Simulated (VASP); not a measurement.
Energy against volume of MgO (rock salt). These are RPBE GGA, VASP's PBE PAW potentials (set 64) (plane waves; VASP 6.6.1) values and carry that method's errors. Numerical set-up: 520 eV cut-off, 11×11×11 Γ-centred mesh, Gaussian smearing of 0.050 eV, potentials Mg O.

```tsv
V (Å³/atom)	E (eV/atom)
9.568	-5.61818
9.864	-5.62276
10.160	-5.61948
10.456	-5.60943
```

Q: Fit these four points and predict the energy of the run at 9.272 Å³/atom.

A: A cubic in V^(−2/3), the third-order Birch-Murnaghan form, passes through the four points with V0 = 9.88 Å³/atom and B0 = 141 GPa, and gives -5.6045 eV/atom there. The run gave -5.6044 eV/atom, +0.1 meV/atom from the fit; all five points give B0 = 141 GPa.

The compound is MgO in the rock salt structure. It was relaxed first, which changed the volume by +6 %.
